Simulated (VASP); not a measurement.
```xyz
3
Lattice="1.8903 -3.2741 0.0000 1.8903 3.2741 0.0000 0.0000 0.0000 5.1570" Properties=species:S:1:pos:R:3 pbc="T T T"
Se     0.5118     0.8865     3.4380
Se     2.7569     0.0000     0.0000
Se     0.5118    -0.8865     1.7190
```

The numbers are results of PBEsol GGA, VASP's PBE PAW potentials (set 64) (plane waves; VASP), not measurements. Settings: 500 eV cut-off, 7×7×5 Γ-centred mesh, Gaussian smearing of 0.050 eV, potentials Se.

Energy and stress use the plane-wave basis of the starting cell. Without a dispersion term in the relaxation, distances and binding between the weakly bound layers, chains or molecules are unreliable, and so is what depends on them.

Problem. The ions, cell shape and volume at an external pressure of 10.0 GPa are relaxed. Predict the relaxed structure.

Solution. 
```xyz
3
Lattice="1.8307 -3.1708 0.0000 1.8307 3.1708 0.0000 0.0000 0.0000 5.1466" Properties=species:S:1:pos:R:3 pbc="T T T"
Se     2.3448    -2.2802     3.4310
Se     2.6330     0.0000     5.1466
Se     2.3448     2.2802     1.7155
```
Space group P3_121 (152), at a tolerance of 0.03 Å.

Problem. How do energy and volume change from the first to the last step?

Solution. The energy (σ→0) changes by +62.2 meV/atom and the volume by -6.4 %, in 9 ionic steps.

```csv
step,E(σ→0) (eV),max force (eV/Å),pressure (GPa),volume (Å³)
1,-11.4499,0.007,4.96,63.83
2,-11.0617,0.559,16.73,57.85
3,-11.3174,0.243,9.92,60.95
4,-11.3039,0.172,9.95,60.57
5,-11.2470,0.007,10.26,59.50
6,-11.2560,0.026,10.20,59.64
7,-11.2741,0.005,9.60,59.93
8,-11.2640,0.012,9.93,59.76
9,-11.2632,0.007,9.98,59.75
```

The compound is Se in the trig structure. This run relaxes it under an external pressure of 10 GPa. Symmetry was kept, so distortions that lower it aren't found.
